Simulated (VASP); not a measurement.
# Sn2GeO2 (I4/mmm) in VASP: settings compared

The runs below take Sn2GeO2 through relaxation of cell and atoms, single point, with PBE, r2SCAN.

Everything below comes from runs of VASP 6.6.1. Logs are shortened: lines on timing, memory, paths and dates and some standing lists are left out, and cuts for length are marked.

**1. Starting point**

The structure is tetragonal, space group I4/mmm (No. 139). Conventional cell: a = 3.716 Å, b = 3.716 Å, c = 12.344 Å, α = 90.00°, β = 90.00°, γ = 90.00°. Sn (site symmetry 4mm) has 4 O at 2.23 Å as nearest neighbours. Ge (site symmetry 4/mmm) has 8 Sn at 3.22 Å and 8 O at 3.60 Å as nearest neighbours. O (site symmetry -4m2) has 4 Sn at 2.23 Å as nearest neighbours.

The cell was built by a generator and needn't be a form met in nature.

**2. Relaxation of cell and atoms, PBE**

INCAR

```
SYSTEM = Sn2GeO2
ALGO = Normal ; EDIFF = 1E-6
EDIFFG = -0.01 ; ENCUT = 520
GGA = PE ; IBRION = 2
ISIF = 3 ; ISMEAR = 0
KPAR = 8 ; LASPH = .TRUE.
LCHARG = .FALSE. ; LREAL = .FALSE.
LWAVE = .FALSE. ; NELM = 120
NSW = 90 ; PREC = Accurate
SIGMA = 0.1
```

KPOINTS

```
k-points
0
G
  12 12 12
  0 0 0
```

POSCAR

```
Sn2GeO2
1.0
   -1.8580000000      1.8580000000      6.1720000000
    1.8580000000     -1.8580000000      6.1720000000
    1.8580000000      1.8580000000     -6.1720000000
Sn Ge O
2 1 2
Direct
    0.6506804900      0.6506804900      0.0000000000
    0.3493195100      0.3493195100      0.0000000000
    0.0000000000      0.0000000000      0.0000000000
    0.2500000000      0.7500000000      0.5000000000
    0.7500000000      0.2500000000      0.5000000000
```

Potentials or basis: VASP PAW PBE potentials, release 64 (Sn_d, Ge_d, O).

Started as:

```sh
$ cat potpaw_PBE.64/Sn_d/POTCAR potpaw_PBE.64/Ge_d/POTCAR potpaw_PBE.64/O/POTCAR > POTCAR
$ mpirun -np 8 vasp_std > vasp.out
```

OUTCAR:

```text
SYSTEM = Sn2GeO2
   EDIFF = 1E-6
   EDIFFG = -0.01
   ENCUT = 520
   GGA = PE
   IBRION = 2
   ISIF = 3
   ISMEAR = 0
   LASPH = .TRUE.
   LREAL = .FALSE.
   NELM = 120
   NSW = 90
   PREC = Accurate

 ion  position               nearest neighbor table
   1  0.651  0.651  0.000-   4 2.23   5 2.23   4 2.23   5 2.23   3 3.22   3 3.22   3 3.22   3 3.22
                             2 3.59   2 3.59   2 3.59   2 3.59   2 3.72
   2  0.349  0.349  0.000-   4 2.23   5 2.23   4 2.23   5 2.23   3 3.22   3 3.22   3 3.22   3 3.22
                             1 3.59   1 3.59   1 3.59   1 3.59   1 3.72
   3  0.000  0.000  0.000-   1 3.22   1 3.22   1 3.22   2 3.22   2 3.22   2 3.22   1 3.22   2 3.22

   4  0.250  0.750  0.500-   2 2.23   1 2.23   2 2.23   1 2.23
   5  0.750  0.250  0.500-   2 2.23   1 2.23   2 2.23   1 2.23

  LATTYP: Found a body centered tetragonal cell.
 ALAT       =     3.7160000000
 C/A-ratio  =     3.3218514532

  Lattice vectors:

 A1 = (  -1.8580000000,   1.8580000000,   6.1720000000)
 A2 = (   1.8580000000,  -1.8580000000,   6.1720000000)
 A3 = (   1.8580000000,   1.8580000000,  -6.1720000000)

Analysis of symmetry for initial positions (statically):
=====================================================================
 Subroutine PRICEL returns:
 Original cell was already a primitive cell.

 Routine SETGRP: Setting up the symmetry group for a
 body centered tetragonal supercell.

 Subroutine GETGRP returns: Found 16 space group operations
 (whereof 16 operations were pure point group operations)
 out of a pool of 16 trial point group operations.

The static configuration has the point symmetry D_4h.

Analysis of symmetry for dynamics (positions and initial velocities):
=====================================================================
 Subroutine PRICEL returns:
 Original cell was already a primitive cell.

 Routine SETGRP: Setting up the symmetry group for a
 body centered tetragonal supercell.

 Subroutine GETGRP returns: Found 16 space group operations
 (whereof 16 operations were pure point group operations)
 out of a pool of 16 trial point group operations.

The dynamic configuration has the point symmetry D_4h.

 Subroutine INISYM returns: Found 16 space group operations
 (whereof 16 operations are pure point group operations),
 and found     1 'primitive' translations

----------------------------------------------------------------------------------------

                                     Primitive cell

  volume of cell :      85.2270

  direct lattice vectors                    reciprocal lattice vectors
[... 107 lines left out ...]
   EFERMI =   0.00;   METHOD = LEGACY
   ISMEAR =     0;   SIGMA  =   0.10  broadening in eV -4-tet -1-fermi 0-gaus
   EFERMI_NEDOS =   21; number of points for ismear=-14 and -15
   IALGO  =     38    algorithm
   IMIX   =      4    mixing-type and parameters
     AMIX     =   0.40;   BMIX     =  1.00
     AMIX_MAG =   1.60;   BMIX_MAG =  1.00
  volume/ion in A,a.u.               =      17.05       115.03
  Fermi-wavevector in a.u.,A,eV,Ry     =   1.406092  2.657128 26.899995  1.977094
  Thomas-Fermi vector in A             =   2.528487
   LORBIT       =      0    0 simple, 1 ext, 2 COOP (PROOUT), +10 PAW based schemes
   GGA     = PE    functional components
   LHFCALC =     F    Hartree Fock is set to
   AEXX    =    0.0000 exact exchange contribution
   IVDW    =     0    specifies the selected vdW correction
   LEPSILON=     F    determine dielectric tensor
   LRPA    =     F    only Hartree local field effects (RPA)
 conjugate gradient relaxation of ions
 non-spin polarized calculation
 Gauss-broadening in eV      SIGMA  =   0.10
  energy-cutoff  :      520.00
  volume of cell :       85.23
 maximum number of plane-waves:      2314
 NGX is ok and might be reduce to    50
   NGX = 25   NGY = 25   NGZ = 25

--------------------------------------- Ionic step        1  -------------------------------------------

 number of electron      53.9999995 magnetization

 Free energy of the ion-electron system (eV)
  ---------------------------------------------------
  ext. energy  EPLUGINS =         0.00000000
  ---------------------------------------------------
  free energy    TOTEN  =       -25.76922371 eV

  energy without entropy =      -25.76512204  energy(sigma->0) =      -25.76717287

------------------------ aborting loop because EDIFF is reached ----------------------------------------

  FORCE on cell =-STRESS in cart. coord.  units (eV):
  Direction    XX          YY          ZZ          XY          YZ          ZX
  --------------------------------------------------------------------------------------
  -------------------------------------------------------------------------------------
  Total       -0.3025423     -0.3025423      2.1839906      0.0000000      0.0000000     -0.0000000
  in kB       -5.6874740     -5.6874740     41.0566974      0.0000000      0.0000000     -0.0000000
  external PRESSURE =       9.8939165 kB  Pullay stress =       0.0000000 kB
[... 182 lines left out ...]
--------------------------------------- Ionic step        6  -------------------------------------------

 number of electron      54.0000010 magnetization

 Free energy of the ion-electron system (eV)
  ---------------------------------------------------
  ext. energy  EPLUGINS =         0.00000000
  ---------------------------------------------------
  free energy    TOTEN  =       -25.82250564 eV

  energy without entropy =      -25.81625103  energy(sigma->0) =      -25.81937834

 E-fermi :   7.0567     XC(G=0): -10.6669

 val. band max:        7.0557602933   @ k =   0.0833   0.0833   0.0833
 cond. band min:       7.0612102833   @ k =  -0.1667   0.1667   0.0000
 fundamental gap:      0.0054499900
 Fermi energy:         7.0566570762

 k-point     1 :       0.0000    0.0000    0.0000
  band No.  band energies     occupation
      1     -17.6934      2.00000
      2     -17.6845      2.00000
      3     -17.6491      2.00000
      4     -17.6491      2.00000
      5     -17.6378      2.00000
      6     -14.8905      2.00000
[... 829 lines left out ...]
     31      11.4188      0.00000
     32      12.5024      0.00000

 [... further k-points ...]

------------------------ aborting loop because EDIFF is reached ----------------------------------------

  FORCE on cell =-STRESS in cart. coord.  units (eV):
  Direction    XX          YY          ZZ          XY          YZ          ZX
  --------------------------------------------------------------------------------------
  -------------------------------------------------------------------------------------
  Total       -0.0060683     -0.0060683     -0.0141219      0.0000000      0.0000000      0.0000000
  in kB       -0.1108110     -0.1108110     -0.2578771      0.0000000      0.0000000      0.0000000
  external PRESSURE =      -0.1598331 kB  Pullay stress =       0.0000000 kB
[... 20 lines left out ...]
  FREE ENERGIE OF THE ION-ELECTRON SYSTEM (eV)
  ---------------------------------------------------
  free  energy   TOTEN  =       -25.8225056408 eV

  energy  without entropy=      -25.8162510349  energy(sigma->0) =      -25.81937834

 reached required accuracy - stopping structural energy minimisation
```

CONTCAR:

```text
Sn2GeO2
   1.00000000000000
    -1.8467100906503802    1.8467100906503802    6.4318212556917835
     1.8467100906503802   -1.8467100906503802    6.4318212556917835
     1.8467100906503802    1.8467100906503802   -6.4318212556917835
  Sn              Ge              O
     2     1     2
Direct
     0.6539160690400788    0.6539160690400788    0.0000000000000000
     0.3460839309599212    0.3460839309599212    0.0000000000000000
     1.0000000000000000    1.0000000000000000    1.0000000000000000
     0.2500000000000000    0.7500000000000000    0.5000000000000000
     0.7500000000000000    0.2500000000000000    0.5000000000000000

  0.00000000E+00  0.00000000E+00  0.00000000E+00
  0.00000000E+00  0.00000000E+00  0.00000000E+00
  0.00000000E+00  0.00000000E+00  0.00000000E+00
  0.00000000E+00  0.00000000E+00  0.00000000E+00
  0.00000000E+00  0.00000000E+00  0.00000000E+00
```

Run time: 5.7 min. Hardware: 8 MPI ranks of Intel Xeon 6975P-C (Granite Rapids), shared host; peak memory 0.69 GiB.

What came out:

```yaml
Free_energy: -25.8225 eV
Relaxed_volume: 17.55 Å³/atom
Relaxed_cell: a = 6.942 Å, b = 6.942 Å, c = 6.942 Å, α = 149.14°, β = 149.14°, γ = 44.20°
Space_group_after_relaxing_to_0.05_Å: I4/mmm (No. 139)
Energy_gained_by_relaxing: 10.7 meV/atom
Ionic_steps: 6
Pressure_after_relaxing: 0.0 GPa
Band_gap_on_the_k_mesh: none (metal or under the smearing width)
```

The path:
| step | energy change (eV) | largest force (eV/Å) | pressure (GPa) | volume (Å³) |
| --- | --- | --- | --- | --- |
| 1 | 0.0000 | 0.2251 | 0.99 | 85.23 |
| 2 | -0.0370 | 0.2999 | -0.02 | 86.52 |
| 3 | -0.0458 | 0.3878 | -0.79 | 87.62 |
| 4 | -0.0487 | 0.2078 | 1.14 | 87.00 |
| 5 | -0.0524 | 0.0512 | 0.35 | 87.27 |
| 6 | -0.0533 | 0.0017 | -0.02 | 87.74 |

Final structure:
```
CELL_PARAMETERS angstrom
-1.84671 1.84671 6.43182
1.84671 -1.84671 6.43182
1.84671 1.84671 -6.43182
ATOMIC_POSITIONS crystal
Sn 0.65392 0.65392 0.00000
Sn 0.34608 0.34608 0.00000
Ge 0.00000 0.00000 0.00000
O 0.25000 0.75000 0.50000
O 0.75000 0.25000 0.50000
```

**3. Relaxation of cell and atoms, PBE**

This run uses another cell than the first one, of 17.55 Å³/atom, 1.029 times its volume.

INCAR

```
SYSTEM = Sn2GeO2
ALGO = Normal ; EDIFF = 1E-7
EDIFFG = -0.005 ; ENCUT = 520
GGA = PE ; IBRION = 2
ISIF = 3 ; ISMEAR = 0
KPAR = 8 ; LASPH = .TRUE.
LCHARG = .FALSE. ; LREAL = .FALSE.
LWAVE = .FALSE. ; NELM = 120
NSW = 60 ; POTIM = 0.3
PREC = Accurate ; SIGMA = 0.1
```

KPOINTS is that of step 2.

POSCAR

```
Sn2GeO2                                 
1.0
   -1.8467100907      1.8467100907      6.4318212557
    1.8467100907     -1.8467100907      6.4318212557
    1.8467100907      1.8467100907     -6.4318212557
  Sn              Ge              O             
     2     1     2
Direct
     0.6539160690400788    0.6539160690400788    0.0000000000000000
     0.3460839309599212    0.3460839309599212    0.0000000000000000
     1.0000000000000000    1.0000000000000000    1.0000000000000000
     0.2500000000000000    0.7500000000000000    0.5000000000000000
     0.7500000000000000    0.2500000000000000    0.5000000000000000
```

Potentials or basis: VASP PAW PBE potentials, release 64 (Sn_d, Ge_d, O).

Started as:

```sh
$ cat potpaw_PBE.64/Sn_d/POTCAR potpaw_PBE.64/Ge_d/POTCAR potpaw_PBE.64/O/POTCAR > POTCAR
$ mpirun -np 8 vasp_std > vasp.out
```

OUTCAR:

```text
SYSTEM = Sn2GeO2
   EDIFF = 1E-7
   EDIFFG = -0.005
   ENCUT = 520
   GGA = PE
   IBRION = 2
   ISIF = 3
   ISMEAR = 0
   LASPH = .TRUE.
   LREAL = .FALSE.
   NELM = 120
   NSW = 60
   POTIM = 0.3
   PREC = Accurate

 ion  position               nearest neighbor table
   1  0.654  0.654  0.000-   4 2.22   5 2.22   4 2.22   5 2.22   3 3.28   3 3.28   3 3.28   3 3.28
                             2 3.60   2 3.60   2 3.60   2 3.60
   2  0.346  0.346  0.000-   4 2.22   5 2.22   4 2.22   5 2.22   3 3.28   3 3.28   3 3.28   3 3.28
                             1 3.60   1 3.60   1 3.60   1 3.60
[... 1103 lines left out ...]
  Total        0.0031624      0.0031624      0.0177642      0.0000000      0.0000000      0.0000000
  in kB        0.0577288      0.0577288      0.3242779      0.0000000      0.0000000      0.0000000
  external PRESSURE =       0.1465785 kB  Pullay stress =       0.0000000 kB

 VOLUME and BASIS-vectors are now :
 -----------------------------------------------------------------------------
  energy-cutoff  :      520.00
  volume of cell :       87.77
      direct lattice vectors                 reciprocal lattice vectors
    -1.846837737  1.846837737  6.433117469     0.000000000  0.270733043  0.077722815
     1.846837737 -1.846837737  6.433117469     0.270733043  0.000000000  0.077722815
     1.846837737  1.846837737 -6.433117469     0.270733043  0.270733043  0.000000000

 POSITION                                       TOTAL-FORCE (eV/Angst)
 -----------------------------------------------------------------------------------
      1.84684      1.84684      1.98029         0.000000      0.000000      0.004610
      0.00000      0.00000      4.45283        -0.000000     -0.000000     -0.004610
      1.84684      1.84684     -6.43312         0.000000      0.000000     -0.000000
      1.84684     -0.00000      3.21656         0.000000      0.000000      0.000000
     -0.00000      1.84684      3.21656         0.000000      0.000000     -0.000000
 -----------------------------------------------------------------------------------
    total drift:                                0.000000      0.000000      0.000000

  FREE ENERGIE OF THE ION-ELECTRON SYSTEM (eV)
  ---------------------------------------------------
  free  energy   TOTEN  =       -25.8251572702 eV

  energy  without entropy=      -25.8188958817  energy(sigma->0) =      -25.82202658

 reached required accuracy - stopping structural energy minimisation
```

OSZICAR:

```text
N       E                     dE             d eps       ncg     rms          rms(c)
DAV:   1     0.584263299259E+03    0.58426E+03   -0.27620E+04 11816   0.338E+03
DAV:   2     0.812286766339E+02   -0.50303E+03   -0.49199E+03 10656   0.793E+02
DAV:   3    -0.230030087236E+02   -0.10423E+03   -0.10320E+03 12216   0.246E+02
DAV:   4    -0.293775362098E+02   -0.63745E+01   -0.63546E+01 11984   0.687E+01
[... 16 lines left out ...]
DAV:   3    -0.258251612106E+02    0.10013E-04   -0.19835E-05 12672   0.739E-02    0.852E-03
DAV:   4    -0.258251583386E+02    0.28720E-05   -0.52401E-06 14512   0.302E-02    0.255E-03
DAV:   5    -0.258251575220E+02    0.81656E-06   -0.14316E-06 15616   0.129E-02    0.138E-03
DAV:   6    -0.258251572964E+02    0.22562E-06   -0.15440E-07  7056   0.374E-03    0.450E-04
DAV:   7    -0.258251572702E+02    0.26158E-07   -0.64811E-08  5760   0.193E-03
   2 F= -.25825157E+02 E0= -.25822027E+02  d E =-.657445E-05
```

Run time: 3.1 min. Hardware: 8 MPI ranks of Intel Xeon 6975P-C (Granite Rapids), shared host; peak memory 0.71 GiB.

Results:

```
Free energy                            : -25.8252 eV
Relaxed volume                         : 17.55 Å³/atom
Relaxed cell                           : a = 6.943 Å, b = 6.943 Å, c = 6.943 Å, α = 149.15°, β = 149.15°, γ = 44.19°
Space group after relaxing (to 0.05 Å) : I4/mmm (No. 139)
Energy gained by relaxing              : 0.0 meV/atom
Ionic steps                            : 2
Pressure after relaxing                : 0.0 GPa
Largest force after relaxing           : 0.005 eV/Å
Band gap on the k mesh                 : none (metal or under the smearing width)
```

Forces in eV/Å, atoms in the order of the input:
```
Sn   0.000  0.000  0.005
Sn   0.000  0.000 -0.005
Ge   0.000  0.000  0.000
O    0.000  0.000  0.000
O    0.000  0.000  0.000
```

Final structure:
```yaml
crystal:
  lattice:
    - [-1.84684, 1.84684, 6.43312]
    - [1.84684, -1.84684, 6.43312]
    - [1.84684, 1.84684, -6.43312]
  atoms:
    - { symbol: Sn, position: [0.65391, 0.65391, 0.00000] }
    - { symbol: Sn, position: [0.34609, 0.34609, 0.00000] }
    - { symbol: Ge, position: [0.00000, 0.00000, 0.00000] }
    - { symbol: O, position: [0.25000, 0.75000, 0.50000] }
    - { symbol: O, position: [0.75000, 0.25000, 0.50000] }
```

Levels at points of the mesh, in eV from the Fermi level:
```
           k point  band 24  band 25  band 26  band 27  band 28  band 29  band 30  band 31
(0.00, 0.00, 0.00)    -2.63    -2.63    -1.95     0.95     0.95     1.66     2.59     5.85
(0.50, 0.00, 0.00)    -4.41    -4.11    -1.67    -0.74     2.11     2.60     3.89     5.19
(0.50, 0.50, 0.00)    -2.51    -1.97    -1.97    -1.79    -1.52     0.39     1.31     3.60
(0.50, 0.50, 0.50)    -2.62    -2.62    -0.28     1.40     1.40     2.03     3.55     4.12
```

[end of part 1 of 2]
